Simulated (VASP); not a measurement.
```yaml
crystal:
  lattice:
    - [1.91983, -3.32525, 0.00000]
    - [1.91983, 3.32525, 0.00000]
    - [0.00000, 0.00000, 8.77429]
  atoms:
    - { symbol: Zr, position: [0.00000, 0.00000, 0.00000] }
    - { symbol: Se, position: [0.33333, 0.66667, 0.17964] }
    - { symbol: Se, position: [0.66667, 0.33333, 0.82036] }
```

The numbers are results of revPBE GGA, VASP's PBE PAW potentials (set 64) (plane waves; VASP 6.6.1), not measurements. Numerical set-up: 520 eV cut-off, Gaussian smearing of 0.050 eV, potentials Zr_sv Se.

Without a dispersion term in the relaxation, distances and binding between the weakly bound layers, chains or molecules are unreliable, and so is what depends on them.

Q: Give the energies of bands 7 to 15 at the high-symmetry points, in eV from the valence-band maximum.

A: 
```
band      Γ      M      K      A      L      H
----  -----  -----  -----  -----  -----  -----
7     -3.86  -4.26  -3.27  -3.82  -4.26  -3.27
8     -2.44  -2.98  -3.27  -2.44  -2.99  -3.27
9     -2.44  -2.37  -3.27  -2.44  -2.37  -3.27
10    -0.90  -2.35  -1.99  -1.05  -2.35  -1.98
11     0.00  -1.40  -1.99   0.00  -1.37  -1.98
12     0.00  -1.03  -1.84   0.00  -1.03  -1.85
13     1.17   0.63   1.85   1.17   0.62   1.85
14     1.17   2.55   2.47   1.17   2.55   2.45
15     1.76   2.88   2.47   1.84   2.87   2.45
```

The gap is indirect, 0.62 eV, from the valence maximum at Γ to the conduction minimum at L.

The compound is ZrSe2 in the 1T layered structure. It was relaxed first, which changed the volume by +48 %.
